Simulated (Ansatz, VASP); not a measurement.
# Cross-check of Os (Osmium) between VASP and Ansatz

Aim: how closely do two programs agree when they are given the same cell, functional and k mesh? The cell is taken from a series of runs on this material, whose earlier steps may have relaxed, scaled, displaced or heated it; both programs get it as it stands.

Method: plane waves, with VASP 6.6.1 beside it; zone-centre phonons at LDA, in Ansatz 0.2.0.

**1. The starting structure**

Symmetry: P6_3/mmc, No. 194, hexagonal system. The conventional cell has a = 2.694 Å, b = 2.694 Å, c = 4.462 Å, α = 90.00°, β = 90.00°, γ = 120.00°. Os has 12 Os at 2.69 to 2.72 Å nearest.

**2. Ansatz: zone-centre phonons, LDA**

Ansatz runs on its PAW soft_1 files.

Second derivatives magnify differences that forces hide, and they need a tight electronic threshold.

Input file input.yaml:

```yaml
crystal:
  lattice:
    - [2.6939308317, 0.0, 0.0]
    - [-1.3469654159, 2.3330125363, 0.0]
    - [0.0, 0.0, 4.4624993491]
  atoms:
    - { symbol: Os, position: [0.3333333318, 0.6666666682, 0.25] }
    - { symbol: Os, position: [0.6666666682, 0.3333333318, 0.75] }
kpoints:
  mp_grid: { grid: [18, 18, 12] }
hamiltonian:
  xc: lda
  pseudopotentials: { kind: paw, azcp: { folder: soft_1 }, xc_functional: pbe }
scf:
  occupations: { method: methfessel_paxton, width: 0.2 }
output:
  eigenvalues: true
phonons:
  method: dfpt
```

Started as:

```sh
> ansatz run input.yaml --threads 4 --pin off --max-ram 10240MiB --backend cpu --events-out ev --progress --plain --runs-dir out
```

Numbers of over 12 decimals in the logs are rounded to 6 here.

The log of the run:

```text
zone centre: on kpoints.mp_grid the ground state, and the responses unless they are solved on pairs of k-points, stand on 637 of the mesh's 3888 k-points, reduced under 4 symmetry operations, with k and −k counted as one. Each operation leaves every solved displacement unchanged or reverses it
Engine: ansatz 0.2.0, aarch64-unknown-linux-gnu
Pseudopotentials: kind: paw
Pseudopotential: Os, paw, valence charge 16, recommended cutoff 420 eV (normal), soft_1/Os.paw.azcp
Functional definition: SPW92
  exchange = slater_x
  correlation = pw_c
Crystal: 2 atoms, lattice volume = 28.047 Å³
Basis set: ecut = 420 eV, 549 PW (Γ), exchange–correlation on 40×40×60 points (8 copies of the dense FFT grid, shifted against one another)
Bands: 20, of which v1, the nominal top of the filled ones, is band 16 counted from 1 (15 counted from 0)
Symmetry: 24 space group operations
k-points: 637 of 3888 (irreducible under 4 space group operations, time reversal used)
Non-local potential: Os, projectors of the file, l = 0: 3, l = 1: 2, l = 2: 2, l = 3: 1
PAW form: soft (Blöchl's): semilocal exchange-correlation on the pseudo side does not see the compensation charge
PAW frozen core: Os, regenerated for the run's functional, and the local potential with it (the file was generated under x = pbe(κ = 0.804, μ = 0.219515), c = pbe(β = 0.066725))
PAW one-centre angular grid: Os, 590 points (default); XC on 64 Gauss nodes
Initial density: superposition of atomic densities (chi_scale 0.1, normalization cell)
Initial wavefunctions: pseudopotential atomic-orbital guess
Functional: x = slater, c = lda
SCF iter   1: F=—  HF=-22239.307778 eV  |F-HF|=—  |Δ(HF+E_count)|=         —  Δρ=6.02e-2  dr2=8.59e-1  ethr=3.10e-3  ⟨swp⟩=5.0  Hψ=116318  notcnv=0  defer=34
automatic band count: the SCF goes on with 24 bands, as 20 were too few: they end inside the smearing window of the response
preconditioner: auto → none  [metal: Δε(μ)=0.010 eV  Ē_g=12.049 eV  σ=0.200 eV  W_gap=0.04  n_scr=8 (ndim 8)  ℏωp=28.0 eV  f_vac=0.000  D(μ)=1.19/eV (n_scr^D=8)  sad-step TF]
SCF iter   2: F=—  HF=-22239.076289 eV  |F-HF|=—  |Δ(HF+E_count)|=   2.31e-1  S|Δr|=    0.00e0  Δρ=3.52e-2  dr2=2.86e-1  ethr=2.68e-3  ⟨swp⟩=2.0  Hψ=22893  notcnv=0  defer=362
SCF iter   3: F=—  HF=-22238.969489 eV  |F-HF|=—  |Δ(HF+E_count)|=   1.07e-1  S|Δr|=    0.00e0  Δρ=1.67e-3  dr2=4.27e-4  ethr=8.93e-4  ⟨swp⟩=2.0  Hψ=21771  notcnv=0  defer=362
SCF iter   4: F=—  HF=-22238.969164 eV  |F-HF|=—  |Δ(HF+E_count)|=   3.24e-4  S|Δr|=    0.00e0  Δρ=2.19e-4  dr2=4.45e-6  ethr=1.34e-6  ⟨swp⟩=2.2  Hψ=23002  notcnv=0  defer=632
SCF iter   5: F=—  HF=-22238.969162 eV  |F-HF|=—  |Δ(HF+E_count)|=   1.96e-6  S|Δr|=    0.00e0  Δρ=4.73e-5  dr2=4.55e-7  ethr=1.39e-8  ⟨swp⟩=2.0  Hψ=23813  notcnv=0  defer=632
SCF iter   6: F=—  HF=-22238.969168 eV  |F-HF|=—  |Δ(HF+E_count)|=   5.61e-6  S|Δr|=    0.00e0  Δρ=7.36e-6  dr2=8.06e-9  ethr=1.42e-9  ⟨swp⟩=2.7  Hψ=22205  notcnv=0  defer=767
SCF iter   7: F=—  HF=-22238.969168 eV  |F-HF|=—  |Δ(HF+E_count)|=   1.70e-9  S|Δr|=    0.00e0  Δρ=1.31e-6  dr2=8.96e-11  ethr=2.52e-11  ⟨swp⟩=2.3  Hψ=22438  notcnv=0  defer=769
SCF iter   8: F=-22238.969168 eV  HF=-22238.969168 eV  |F-HF|=3.64e-12  |Δ(HF+E_count)|=  8.00e-11  S|Δr|=    0.00e0  Δρ=1.37e-7  dr2=2.67e-12  ethr=1.00e-12  ⟨swp⟩=9.7  Hψ=69363  notcnv=0
SCF 1 converged in 8 iterations: F = -22238.969168 eV  dr2 = 2.67e-12
  greatest PAW one-centre occupation: 1.000 electrons in one spin orbital (limit 2), on the Os atom at site 1 (counted from 0), in its partial waves of l = 0
DFPT response loops at Γ: preconditioner auto → Kerker (q_TF=auto, 2.789 Å⁻¹) (partly filled bands, converged f_vac=0.000); β = 1.00, the filter's whole step (`scf.mixing.beta` (0.50) is not read by the response loops under this deck's `scf.mixing.preconditioner`; to damp them name `kerker` or `kerker_dos`, under which they read `scf.mixing.beta`, and type it under 1.00, their step now; both keys bind the ground state too); Broyden in place of MSR1
SCF converged after 8 iterations
Stability not checked: this state was not tested for a lower state beside it, because cold or Methfessel-Paxton smearing, or corrected tetrahedra, fill the levels in a way that the test cannot read (fill_not_monotonic; see scf.lower_state_search)
Free energy (F): -22238.969168 eV
Harris-Foulkes:  -22238.969168 eV  (|F-HF|=3.64e-12)
Internal energy: -22238.967926 eV  (E = F + TS)
E sigma→0 (E₀):  -22238.968858 eV
Entropy (-TS):   -0.001242 eV (-0.621 meV/atom)
Fermi energy:    25.569729 eV
--- Per-component energies (eV) ---
  E_band       = -143.508797
  E_kinetic    = 985.204041
  E_local      = -1841.271612  (includes V_loc(G=0)·N_el)
  E_nonlocal   = 405.642888
  E_hartree    = 655.441372
  E_xc         = -465.656048
  E_vxc        = -492.988320  (∫ρ·V_xc dr)
  E_paw        = -17564.159395  (= ΣΔE_a)
  E_vpaw       = -510.979452  (= ΣTr[D̂ρ^β])
  E_aug_tail   = 0.000844  (compensation charges beyond the density's cutoff)
  E_ewald      = -4414.895662
  E_core_change = 0.725646  (= ΣΔE_core)
  E_smearing   = -0.001242  (= −TS)
  E_closure    = 0.000000  (closes the sum)
  Σ components = -22238.969168   (vs F -22238.969168, Δ=0.00e0)
--- Band table (eV; the first three rows and the last of 637) ---
  k-point 0: bands = [... 12 lower, 22.5771, 23.2877, 23.2877, 24.4476, 24.4476, 25.1363, 27.2853, 27.2853, ... 4 higher]
  k-point 1: bands = [... 12 lower, 22.5460, 23.2460, 23.2460, 24.5454, 24.5454, 24.8659, 27.2837, 27.2837, ... 4 higher]
  k-point 2: bands = [... 12 lower, 22.4775, 23.1315, 23.1315, 24.1897, 24.8094, 24.8094, 27.2650, 27.2650, ... 4 higher]
  k-point 636: bands = [... 12 lower, 22.1931, 22.1931, 23.9396, 23.9396, 27.8369, 27.8369, 30.6084, 30.6084, ... 4 higher]
--- Phonons (Γ-DFPT): 2 representative perturbations + reference, on 637 of 3888 k-points (Σ response iterations 4) ---
  k mesh reduced under 4 symmetry operations, with k and −k counted as one. Each operation leaves every solved displacement unchanged or reverses it
  ASR residual: 1.086e-4 → 0.000e0 eV/Å²; symmetrization residual: 6.704e-10 eV/Å²
  ASR residual per site (eV/Å²): 1.09e-4 1.09e-4
  Γ frequencies (cm⁻¹): 0.00 0.00 0.00 149.75 149.75 176.07
  non-analytic LO–TO correction: not included (Born effective charges unavailable; polar crystals: no LO–TO splitting at Γ)
```

**3. VASP: zone-centre phonons, LDA**

The same cell, functional (in two slightly different forms), mesh and smearing now go to VASP, with its own data sets.

Lines of VASP's logs that name or quote its potential files are left out, and so is its time.

Input file INCAR:

```
SYSTEM = Os
PREC = Accurate
ENCUT = 600
EDIFF = 1E-08
NELM = 120
ISMEAR = 1
SIGMA = 0.2
LREAL = .FALSE.
ALGO = Normal
GGA = CA
NBANDS = 14
LASPH = .TRUE.
LORBIT = 11
LWAVE = .FALSE.
LCHARG = .FALSE.
ISIF = 2
IBRION = 8
GGA_COMPAT = .FALSE.
KPAR = 2
```

Input file POSCAR:

```
Os
1.0
    2.6939308317      0.0000000000      0.0000000000
   -1.3469654159      2.3330125363      0.0000000000
    0.0000000000      0.0000000000      4.4624993491
Os
2
Direct
    0.3333333318      0.6666666682      0.2500000000
    0.6666666682      0.3333333318      0.7500000000
```

Input file KPOINTS:

```
Automatic mesh
0
Gamma
18 18 12
0 0 0
```

Potentials, in the order of the species: Os (LDA family, release 64).

Started as:

```sh
> mpirun -np 2 vasp_std
```

The log of the run:

```text
[banner, memory and clock lines left out]
running    2 mpi-ranks, on    1 nodes
 distrk:  each k-point on    1 cores,    2 groups
 distr:  one band on    1 cores,    1 groups

 POSCAR found type information on POSCAR Os
 POSCAR found :  1 types and       2 ions
 LDA part: xc-table for (Slater(with rela. corr.)+CA(PZ))
 , standard interpolation
 POSCAR, INCAR and KPOINTS ok, starting setup
 FFT: planning ... GRIDC
 FFT: planning ... GRID_SOFT
 FFT: planning ... GRID
 WAVECAR not read
 entering main loop
       N       E                     dE             d eps       ncg     rms          rms(c)
DAV:   1     0.110791441690E+03    0.11079E+03   -0.82185E+03  7252   0.123E+03
DAV:   2    -0.208283204149E+02   -0.13162E+03   -0.11635E+03  7426   0.358E+02
DAV:   3    -0.267657461602E+02   -0.59374E+01   -0.56005E+01  9442   0.668E+01
DAV:   4    -0.268282082749E+02   -0.62462E-01   -0.62251E-01  8032   0.702E+00
DAV:   5    -0.268285396321E+02   -0.33136E-03   -0.33132E-03  9388   0.468E-01    0.325E+01
DAV:   6    -0.255563614273E+02    0.12722E+01   -0.12576E+00  8866   0.100E+01    0.140E+01
DAV:   7    -0.252246124461E+02    0.33175E+00   -0.71137E-01  9150   0.739E+00    0.842E-01
DAV:   8    -0.252161749447E+02    0.84375E-02   -0.68190E-03  7374   0.640E-01    0.351E-01
DAV:   9    -0.252139950669E+02    0.21799E-02   -0.14650E-03  8752   0.393E-01    0.519E-02
DAV:  10    -0.252140039209E+02   -0.88540E-05   -0.26206E-05  9106   0.408E-02    0.156E-02
DAV:  11    -0.252139956773E+02    0.82436E-05   -0.23182E-06  8242   0.181E-02    0.990E-04
DAV:  12    -0.252139955812E+02    0.96033E-07   -0.59624E-08  9048   0.251E-03    0.258E-04
DAV:  13    -0.252139955793E+02    0.19008E-08   -0.14896E-09  5228   0.344E-04
   1 F= -.25213996E+02 E0= -.25213557E+02  d E =-.131603E-02
 Linear response reoptimize wavefunctions to high precision
DAV:   1    -0.252139955793E+02    0.50477E-10   -0.14661E-10  5492   0.142E-04
 Linear response DOF=           2
 Linear response progress:
  Degree of freedom:   1/  2
       N       E                     dE             d eps       ncg     rms          rms(c)
RMM:   1    -0.195622683021E+00   -0.19562E+00   -0.10895E-01 53499   0.251E+00
RMM:   2    -0.192896053265E+00    0.27266E-02   -0.15125E-03 45313   0.473E-01    0.152E-01
RMM:   3    -0.191670415840E+00    0.12256E-02   -0.50686E-04 50090   0.152E-01    0.843E-02
RMM:   4    -0.191005646518E+00    0.66477E-03   -0.75668E-04 50521   0.182E-01    0.109E-02
RMM:   5    -0.191066437157E+00   -0.60791E-04   -0.11190E-05 52001   0.251E-02    0.346E-03
RMM:   6    -0.191054206085E+00    0.12231E-04   -0.49683E-07 52196   0.537E-03    0.167E-03
RMM:   7    -0.191047398818E+00    0.68073E-05    0.91949E-08 53124   0.268E-03    0.703E-04
RMM:   8    -0.191043535956E+00    0.38629E-05    0.19168E-07 52494   0.875E-04    0.691E-05
RMM:   9    -0.191043269344E+00    0.26661E-06    0.10510E-07 54109   0.167E-04    0.234E-05
RMM:  10    -0.191043235276E+00    0.34068E-07   -0.20841E-09 53931   0.682E-05    0.369E-06
RMM:  11    -0.191043214986E+00    0.20290E-07   -0.28073E-08 53944   0.436E-05    0.131E-06
RMM:  12    -0.191043219960E+00   -0.49743E-08   -0.16383E-08 45108   0.385E-05    0.344E-07
 first order change of Fermi-energy  -0.21617E-04
 force on displaced ion       1 direction 1 :  -7.821   0.001   0.000
 Linear response progress:
  Degree of freedom:   2/  2
       N       E                     dE             d eps       ncg     rms          rms(c)
RMM:   1    -0.253873496158E+00   -0.25387E+00   -0.13817E-01 18696   0.264E+00
RMM:   2    -0.246190604349E+00    0.76829E-02   -0.51631E-03 15187   0.679E-01    0.175E-01
RMM:   3    -0.245623728629E+00    0.56688E-03   -0.62001E-04 17696   0.145E-01    0.976E-02
RMM:   4    -0.245696992790E+00   -0.73264E-04   -0.33721E-04 17693   0.134E-01    0.243E-02
RMM:   5    -0.245745077028E+00   -0.48084E-04   -0.70021E-06 18126   0.276E-02    0.150E-02
RMM:   6    -0.245770965299E+00   -0.25888E-04    0.45110E-06 18074   0.114E-02    0.397E-03
RMM:   7    -0.245789166526E+00   -0.18201E-04    0.16413E-06 18201   0.456E-03    0.473E-04
RMM:   8    -0.245788167474E+00    0.99905E-06   -0.66093E-08 18349   0.588E-04    0.206E-04
RMM:   9    -0.245786495216E+00    0.16723E-05    0.87494E-08 18341   0.183E-04    0.253E-05
RMM:  10    -0.245786402263E+00    0.92953E-07   -0.36348E-08 18067   0.957E-05    0.490E-06
RMM:  11    -0.245786396825E+00    0.54384E-08   -0.15099E-09 18760   0.542E-05    0.193E-06
 first order change of Fermi-energy   0.88546E-04
 force on displaced ion       1 direction 3 :  -0.000  -0.000 -10.689
 Linear response finished
```

From OUTCAR (step 3):

```text
ion  position               nearest neighbor table
   1  0.333  0.667  0.250-   2 2.72   2 2.72   2 2.72   2 2.72   2 2.72   2 2.72
   2  0.667  0.333  0.750-   1 2.72   1 2.72   1 2.72   1 2.72   1 2.72   1 2.72

  LATTYP: Found a hexagonal cell.
 ALAT       =     2.6939308317
 C/A-ratio  =     1.6565010863

 Subroutine GETGRP returns: Found 24 space group operations
 (whereof 12 operations were pure point group operations)

The static configuration has the point symmetry D_3d.
 The point group associated with its full space group is D_6h.

 Found    259 irreducible k-points:

   k-points           NKPTS =    259   k-points in BZ     NKDIM =    259   number of bands    NBANDS=     14

   dimension x,y,z NGX =    24 NGY =   24 NGZ =   36
   dimension x,y,z NGXF=    48 NGYF=   48 NGZF=   72

   ENCUT  =  600.0 eV  44.10 Ry    6.64 a.u.   5.38  5.38  8.91*2*pi/ulx,y,z

   NELECT =      16.0000    total number of electrons

 k-points in reciprocal lattice and weights: Automatic mesh
   0.00000000  0.00000000  0.00000000       0.000
   0.05555556 -0.00000000  0.00000000       0.002
   0.11111111 -0.00000000  0.00000000       0.002
   0.16666667  0.00000000  0.00000000       0.002
   0.22222222 -0.00000000  0.00000000       0.002
   0.27777778 -0.00000000  0.00000000       0.002
   0.33333333 -0.00000000  0.00000000       0.002
   0.38888889  0.00000000  0.00000000       0.002
   0.44444444 -0.00000000  0.00000000       0.002
[...]
0.33333333  0.27777778  0.50000000       0.003
   0.33333333  0.33333333  0.50000000       0.001

 average (electrostatic) potential at core
       1 -43.5802       2 -43.5802

  Total        0.1589194      0.1589194     -4.8791004     -0.0000000     -0.0000000      0.0000000
  in kB        9.0783244      9.0783244   -278.7203366     -0.0000000     -0.0000000      0.0000000
  external PRESSURE =     -86.8545626 kB  Pullay stress =       0.0000000 kB

  energy-cutoff  :      600.00
  volume of cell :       28.05
      direct lattice vectors                 reciprocal lattice vectors
     2.693930832  0.000000000  0.000000000     0.371204779  0.214315179  0.000000000
    -1.346965416  2.333012536  0.000000000     0.000000000  0.428630359  0.000000000
     0.000000000  0.000000000  4.462499349     0.000000000  0.000000000  0.224089669

 POSITION                                       TOTAL-FORCE (eV/Angst)
 -----------------------------------------------------------------------------------
     -0.00000      1.55534      1.11562         0.000000      0.000000      0.000000
      1.34697      0.77767      3.34687        -0.000000      0.000000      0.000000
 -----------------------------------------------------------------------------------
    total drift:                                0.000000     -0.000000     -0.000000

 Eigenvectors and eigenvalues of the dynamical matrix
 ----------------------------------------------------

   1 f  =    5.241231 THz    32.931626 2PiTHz  174.828647 cm-1    21.675980 meV
             X         Y         Z           dx          dy          dz
     -0.000000  1.555342  1.115625     0.000000    0.000000   -0.707107
      1.346965  0.777671  3.346875     0.000000    0.000000    0.707107

   2 f  =    4.483331 THz    28.169600 2PiTHz  149.547828 cm-1    18.541559 meV
             X         Y         Z           dx          dy          dz
     -0.000000  1.555342  1.115625     0.450091   -0.545360    0.000000
      1.346965  0.777671  3.346875    -0.450091    0.545360    0.000000

   3 f  =    4.483331 THz    28.169600 2PiTHz  149.547828 cm-1    18.541559 meV
             X         Y         Z           dx          dy          dz
     -0.000000  1.555342  1.115625    -0.545360   -0.450091    0.000000
      1.346965  0.777671  3.346875     0.545360    0.450091    0.000000

   4 f  =    0.000000 THz     0.000000 2PiTHz    0.000001 cm-1     0.000000 meV
             X         Y         Z           dx          dy          dz
     -0.000000  1.555342  1.115625     0.369830    0.602682    0.000000
      1.346965  0.777671  3.346875     0.369830    0.602682    0.000000

   5 f  =    0.000000 THz     0.000000 2PiTHz    0.000000 cm-1     0.000000 meV
             X         Y         Z           dx          dy          dz
     -0.000000  1.555342  1.115625     0.000000    0.000000    0.707107
      1.346965  0.777671  3.346875     0.000000    0.000000    0.707107

   6 f/i=    0.000000 THz     0.000000 2PiTHz    0.000002 cm-1     0.000000 meV
             X         Y         Z           dx          dy          dz
     -0.000000  1.555342  1.115625    -0.602682    0.369830    0.000000
      1.346965  0.777671  3.346875    -0.602682    0.369830    0.000000

 ELASTIC MODULI CONTR FROM IONIC RELAXATION (kBar)
 Direction    XX          YY          ZZ          XY          YZ          ZX
 --------------------------------------------------------------------------------
 XX         -31.1709     31.1709     -0.0000      0.0000      0.0000     -0.0000
 YY          31.1709    -31.1709      0.0000      0.0000     -0.0000      0.0000
 ZZ          -0.0000      0.0000     -0.0000     -0.0000      0.0000     -0.0000
 XY           0.0000      0.0000     -0.0000    -31.1709     -0.0000      0.0000
 YZ           0.0000     -0.0000      0.0000     -0.0000     -0.0000      0.0000
 ZX          -0.0000      0.0000     -0.0000      0.0000      0.0000     -0.0000
 --------------------------------------------------------------------------------
```

**4. Differences**

Known differences besides the potentials themselves: the two LDA forms differ slightly; the data sets hold 32 valence electrons in Ansatz (on its PAW soft_1 files) and 16 in VASP; the cutoff is 420 eV in Ansatz and 600 eV in VASP; VASP's log shows a relativistic correction to its local exchange, Ansatz's none. Total energies have different zeros and are not compared.

Both answers:

```csv
quantity,Ansatz,VASP,difference
optical mode 1 to 2 (cm⁻¹),149.8,149.5,+0.14 %
optical mode 3 (cm⁻¹),176.1,174.8,+0.71 %
```

Modes are paired by rising frequency, not by their patterns, so a pair may set unlike modes beside each other; they are those without the splitting of longitudinal modes.

**5. Outcome**

| Item | Value |
| --- | --- |
| r.m.s. difference of the optical zone-centre modes, each program's sorted by frequency (zone-centre phonons, LDA) | 0.74 cm⁻¹ |
| difference in optical mode 3 (zone-centre phonons, LDA) | +0.7 % |

In words: The r.m.s. difference of the optical zone-centre modes, each program's sorted by frequency is 0.74 cm⁻¹ (zone-centre phonons, LDA). The data sets hold unlike numbers of valence electrons (32 in Ansatz and 16 in VASP), so part of the differences comes from the potentials. Among the rows given in per cent, the largest difference of the zone-centre phonons, LDA pair is in optical mode 3, +0.7 %. Such differences can come from data sets, numerical settings and the points named under the comparisons, not from the functional's error against experiment.

[Lines on the potential files, build, host, timing and source positions are cut from VASP's logs without a mark.]

[Logs are printed without paths, hosts, clocks, repeated set-up lines and the standing remarks that a program may print on its own settings, such as how far it seeks lower states.]

[Hosts, paths, dates, database ids (printed as entryN), source tags and the programs' standing remarks are cut or masked in the printed files.]
